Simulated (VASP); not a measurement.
Here is a VASP 6.6.1 calculation.

File INCAR:

```
  ALGO = Normal
  EDIFF = 1E-6
  ENCUT = 520
  GGA = PE
  GGA_COMPAT = F
  ISIF = 2
  ISMEAR = -1
  LASPH = T
  LCHARG = F
  LORBIT = 11
  LREAL = F
  LSORBIT = T
  LWAVE = F
  MAGMOM = 0 0 0 0 0 0 0 0 0 0 0 0 0 0 0
  NELM = 100
  PREC = Accurate
  SIGMA = 0.05
```

KPOINTS

```
k-points
0
Gamma
  6 6 3
```

The input POSCAR:

```
NaBe2Se2
1.0
    3.6722800000      0.0000000000      0.0000000000
   -1.8361400000      3.1802800000      0.0000000000
    0.0000000000      0.0000000000      8.0111600000
Na Be Se
1 2 2
Direct
    0.0000000000      0.0000000000      0.5000000000
    0.3333300000      0.6666700000      0.1463900000
    0.3333300000      0.6666700000      0.8536100000
    0.6666700000      0.3333300000      0.2285200000
    0.6666700000      0.3333300000      0.7714800000
```

File KPOINTS_OPT:

```
path GMKGALHA,LM,KH
15
line-mode
reciprocal
 0.0000000000  0.0000000000  0.0000000000  G
 0.5000000000  0.0000000000  0.0000000000  M

 0.5000000000  0.0000000000  0.0000000000  M
 0.3333333333  0.3333333333  0.0000000000  K

 0.3333333333  0.3333333333  0.0000000000  K
 0.0000000000  0.0000000000  0.0000000000  G

 0.0000000000  0.0000000000  0.0000000000  G
 0.0000000000  0.0000000000  0.5000000000  A

 0.0000000000  0.0000000000  0.5000000000  A
 0.5000000000  0.0000000000  0.5000000000  L

 0.5000000000  0.0000000000  0.5000000000  L
 0.3333333333  0.3333333333  0.5000000000  H

 0.3333333333  0.3333333333  0.5000000000  H
 0.0000000000  0.0000000000  0.5000000000  A

 0.5000000000  0.0000000000  0.5000000000  L
 0.5000000000  0.0000000000  0.0000000000  M

 0.3333333333  0.3333333333  0.0000000000  K
 0.3333333333  0.3333333333  0.5000000000  H
```

Potentials or basis: VASP PAW PBE potentials, release 64 (Na_pv, Be, Se).

Launch:

```console
$ cat potpaw_PBE.64/Na_pv/POTCAR potpaw_PBE.64/Be/POTCAR potpaw_PBE.64/Se/POTCAR > POTCAR
$ mpirun -np 1 vasp_ncl > vasp.out
```

(1) What does it give for the largest force?

(2) Predict the pressure.

Answers

(1) 0.019 eV/Å.

(2) 0.2 GPa.
